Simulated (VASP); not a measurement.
Wanted: the native input for a VASP 6.6.1 run.

- Task: single point
- Functional: PBE
- Potentials or basis: VASP PAW PBE potentials, release 64 (Ru_pv, Se)
- Cutoff: 520 eV
- k mesh: 6 × 6 × 6
- Occupations: gaussian, width 0.05 eV
- Spin: collinear spin, random start
- Starting moments: [-0.91, 0.0] μB
- Hubbard terms: Ru d U = 3 eV
- Further INCAR settings: ALGO = Normal; EDIFF = 1e-07

The structure of RuSe lies in POSCAR:

```
RuSe
1.0
    3.1876923100      0.0000000000      0.0000000000
    0.0000000000      3.1876923100      0.0000000000
    0.0000000000      0.0000000000      3.1876923100
Ru Se
1 1
Direct
    0.0000000000      0.0000000000      0.0000000000
    0.5000000000      0.5000000000      0.5000000000
```

The cell comes from a database or a generator and needn't be the stable form of this composition.

One way to write it, as run:

INCAR

```
SYSTEM = RuSe
  ALGO = Normal
  EDIFF = 1E-7
  ENCUT = 520
  GGA = PE
  ISIF = 2
  ISMEAR = 0
  ISPIN = 2
  LASPH = .True.
  LCHARG = .False.
  LDAU = .True.
  LDAUJ = 0 0
  LDAUL = 2 -1
  LDAUPRINT = 1
  LDAUTYPE = 2
  LDAUU = 3 0
  LMAXMIX = 4
  LORBIT = 11
  LREAL = .False.
  LWAVE = .False.
  MAGMOM = -0.91 0
  NELM = 100
  PREC = Accurate
  SIGMA = 0.05
```

KPOINTS

```
k-points
0
Gamma
  6 6 6
  0 0 0
```

Potentials or basis: VASP PAW PBE potentials, release 64 (Ru_pv, Se).

Command:

```bash
$ cat potpaw_PBE.64/Ru_pv/POTCAR potpaw_PBE.64/Se/POTCAR > POTCAR
$ mpirun -np 1 vasp_std > vasp.out
```

Results of the run:

```json
{"Pressure": "-6.1 GPa", "Band gap on the k mesh": "none (metal or under the smearing width)", "Net moment": "-1.42 μB per cell", "Site moments": "Ru -1.48; Se +0.02 μB", "Valence electrons inside the program's atomic spheres": "Ru 12.48; Se 3.74"}
```

Wall time 16 s on 1 thread of Intel(R) Xeon(R) Platinum 8559C (Emerald Rapids), on a shared host, peak memory 0.15 GiB.
